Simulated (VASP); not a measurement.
Runs of VASP 6.6.1 on As. The structure is trigonal, space group R-3m (No. 166). The conventional cell has a = 3.789 Å, b = 3.789 Å, c = 10.085 Å, α = 90.00°, β = 90.00°, γ = 120.00°. As (site symmetry 3m) has 3 As at 2.54 Å as nearest neighbours. 

| level | k mesh | cutoff (eV) | smearing | gap on the mesh (eV) | pressure (GPa) | largest force (eV/Å) |
| --- | --- | --- | --- | --- | --- | --- |
| PBEsol | 21 × 21 × 21 | 520 | gaussian 0.1 eV | none | 0.0 | 0.01 |
| PBEsol | 15 × 15 × 15 | 520 | gaussian 0.5 eV | none | 0.0 | (a) |
| r2SCAN | 15 × 15 × 15 | 520 | gaussian 0.1 eV | none | 1.3 | 0.25 |
| PBEsol | 15 × 15 × 15 | 700 | gaussian 0.1 eV | none | 0.0 | - |
| PBEsol | 15 × 15 × 15 | 900 | gaussian 0.1 eV | none | 0.0 | - |

Alike in all rows: task single point; potentials or basis VASP PAW PBE potentials, release 64 (As); no spin polarisation; cell as given.

Problem. Estimate the missing entries.

Solution. (a) 0.02.

Caveats: the PAW data sets were made with another functional, which shifts forces and pressure a little.

A k mesh can miss the band edges, and the runs leave out spin-orbit coupling on As.

A gap of «none» marks a metal or a gap under the smearing width.

Not every run made on this cell is shown here.
